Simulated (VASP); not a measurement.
Calculation: AM05 GGA, VASP's PBE PAW potentials (set 64) (plane waves; VASP).

VASP input:

**INCAR**
```
SYSTEM = GaP
PREC = Accurate
ENCUT = 520
EDIFF = 1E-6
NELM = 100
ALGO = Normal
LREAL = .FALSE.
LASPH = .TRUE.
ISMEAR = 0
SIGMA = 0.05
GGA = AM
LMAXMIX = 4
LWAVE = .FALSE.
LCHARG = .FALSE.
IBRION = 2
ISIF = 3
NSW = 60
EDIFFG = -0.01
```

### POSCAR
```
GaP
1
    0.0000000000     2.7250000000     2.7250000000
    2.7250000000     0.0000000000     2.7250000000
    2.7250000000     2.7250000000     0.0000000000
Ga P
1 1
Direct
  0.0000000000   0.0000000000   0.0000000000
  0.2500000000   0.2500000000   0.2500000000
```

**KPOINTS**
```
Regular mesh
0
gamma
  8 8 8
```

POTCAR, in this order: Ga_d P (PBE.64 set). Program: vasp_std.

The run wrote:

OUTCAR:
```
 ion  position               nearest neighbor table
   1  0.000  0.000  0.000-   2 2.36   2 2.36   2 2.36   2 2.36
   2  0.250  0.250  0.250-   1 2.36   1 2.36   1 2.36   1 2.36
  LATTYP: Found a face centered cubic cell.
 ALAT       =     5.4500000000
 Subroutine PRICEL returns:
 Original cell was already a primitive cell.
 Subroutine GETGRP returns: Found 24 space group operations
The static configuration has the point symmetry T_d .
The dynamic configuration has the point symmetry T_d .
 Subroutine INISYM returns: Found 24 space group operations
 Subroutine IBZKPT returns following result:
 Found     29 irreducible k-points:

 Following reciprocal coordinates:
            Coordinates               Weight
  0.000000  0.000000  0.000000      1.000000
  0.125000  0.000000  0.000000      8.000000
  0.250000  0.000000  0.000000      8.000000
  0.375000  0.000000  0.000000      8.000000
  0.500000  0.000000  0.000000      4.000000
  0.125000  0.125000  0.000000      6.000000
  0.250000  0.125000  0.000000     24.000000
  0.375000  0.125000  0.000000     24.000000
  0.500000  0.125000  0.000000     24.000000
 -0.375000  0.125000  0.000000     24.000000
 -0.250000  0.125000  0.000000     24.000000
 -0.125000  0.125000  0.000000     12.000000
  0.250000  0.250000  0.000000      6.000000
  0.375000  0.250000  0.000000     24.000000
  0.500000  0.250000  0.000000     24.000000
 -0.375000  0.250000  0.000000     24.000000
 -0.250000  0.250000  0.000000     12.000000
  0.375000  0.375000  0.000000      6.000000
  0.500000  0.375000  0.000000     24.000000
 -0.375000  0.375000  0.000000     12.000000
  0.500000  0.500000  0.000000      3.000000
  0.375000  0.250000  0.125000     24.000000
  0.500000  0.250000  0.125000     48.000000
 -0.375000  0.250000  0.125000     24.000000
...
```

File OSZICAR:
```
       N       E                     dE             d eps       ncg     rms          rms(c)
DAV:   1     0.797815977578E+02    0.79782E+02   -0.93517E+03   762   0.197E+03
DAV:   2    -0.322956751846E+01   -0.83011E+02   -0.80003E+02   819   0.341E+02
DAV:   3    -0.958428653994E+01   -0.63547E+01   -0.63247E+01   919   0.765E+01
DAV:   4    -0.971339302428E+01   -0.12911E+00   -0.12902E+00   924   0.117E+01
DAV:   5    -0.971653072458E+01   -0.31377E-02   -0.31375E-02   957   0.150E+00    0.431E+00
DAV:   6    -0.948656412805E+01    0.22997E+00   -0.41524E-01  1177   0.132E+01    0.275E+00
DAV:   7    -0.945325799224E+01    0.33306E-01   -0.10183E-01   989   0.268E+00    0.100E+00
DAV:   8    -0.945288291009E+01    0.37508E-03   -0.15017E-02   899   0.170E+00    0.166E-01
DAV:   9    -0.945346982483E+01   -0.58691E-03   -0.14556E-03  1059   0.592E-01    0.780E-02
DAV:  10    -0.945355669009E+01   -0.86865E-04   -0.10981E-04   887   0.106E-01    0.322E-02
DAV:  11    -0.945365055844E+01   -0.93868E-04   -0.15133E-04   819   0.109E-01    0.465E-03
DAV:  12    -0.945365070227E+01   -0.14383E-06   -0.40760E-06   936   0.282E-02
   1 F= -.94536507E+01 E0= -.94536507E+01  d E =-.945365E+01
       N       E                     dE             d eps       ncg     rms          rms(c)
DAV:   1    -0.946151533226E+01   -0.78648E-02   -0.10246E-01   999   0.679E+00    0.523E-01
DAV:   2    -0.945544013055E+01    0.60752E-02   -0.11152E-02   954   0.275E+00    0.235E-01
DAV:   3    -0.945392871597E+01    0.15114E-02   -0.17916E-03  1004   0.928E-01    0.562E-02
DAV:   4    -0.945379376837E+01    0.13495E-03   -0.17449E-04   871   0.200E-01    0.232E-02
DAV:   5    -0.945377041107E+01    0.23357E-04   -0.13730E-05  1016   0.555E-02    0.732E-03
DAV:   6    -0.945376996390E+01    0.44717E-06   -0.86526E-07   437   0.150E-02
   2 F= -.94537700E+01 E0= -.94537700E+01  d E =-.119262E-03
       N       E                     dE             d eps       ncg     rms          rms(c)
DAV:   1    -0.945504938135E+01   -0.12790E-02   -0.15965E-02   999   0.272E+00    0.205E-01
DAV:   2    -0.945411180493E+01    0.93758E-03   -0.16868E-03   959   0.104E+00    0.930E-02
DAV:   3    -0.945387381657E+01    0.23799E-03   -0.29153E-04   999   0.376E-01    0.216E-02
DAV:   4    -0.945385267369E+01    0.21143E-04   -0.27274E-05   873   0.822E-02    0.906E-03
DAV:   5    -0.945384866713E+01    0.40066E-05   -0.19545E-06   603   0.217E-02    0.276E-03
DAV:   6    -0.945384855288E+01    0.11425E-06   -0.29489E-07   387   0.827E-03
   3 F= -.94538486E+01 E0= -.94538486E+01  d E =-.197851E-03
```

**OUTCAR**
```
------------------------ aborting loop because EDIFF is reached ----------------------------------------
  FORCE on cell =-STRESS in cart. coord.  units (eV):
  Direction    XX          YY          ZZ          XY          YZ          ZX
  --------------------------------------------------------------------------------------
  Total       -0.0047477     -0.0047477     -0.0047477     -0.0000000     -0.0000000     -0.0000000
  in kB       -0.1887723     -0.1887723     -0.1887723     -0.0000000     -0.0000000     -0.0000000
  external PRESSURE =      -0.1887723 kB  Pullay stress =       0.0000000 kB
  volume of cell :       40.30
      direct lattice vectors                 reciprocal lattice vectors
     0.000000000  2.721092764  2.721092764    -0.183749708  0.183749708  0.183749708
     2.721092764  0.000000000  2.721092764     0.183749708 -0.183749708  0.183749708
     2.721092764  2.721092764 -0.000000000     0.183749708  0.183749708 -0.183749708
  FREE ENERGIE OF THE ION-ELECTRON SYSTEM (eV)
  ---------------------------------------------------
  free  energy   TOTEN  =        -9.4538485529 eV

  energy  without entropy=       -9.4538485529  energy(sigma->0) =       -9.45384855

 reached required accuracy - stopping structural energy minimisation
```
(Selected blocks of OUTCAR.)

CONTCAR:
```
GaP
   1.00000000000000
     0.0000000000000000    2.7210927644765492    2.7210927644765492
     2.7210927644765492    0.0000000000000000    2.7210927644765492
     2.7210927644765492    2.7210927644765492   -0.0000000000000000
  Ga              P
     1     1
Direct
     0.0000000000000000    0.0000000000000000    0.0000000000000000
     0.2500000000000000    0.2500000000000000    0.2500000000000000
```

The compound is GaP in the zinc blende structure. This run relaxes it. Symmetry was kept, so distortions that lower it aren't found.
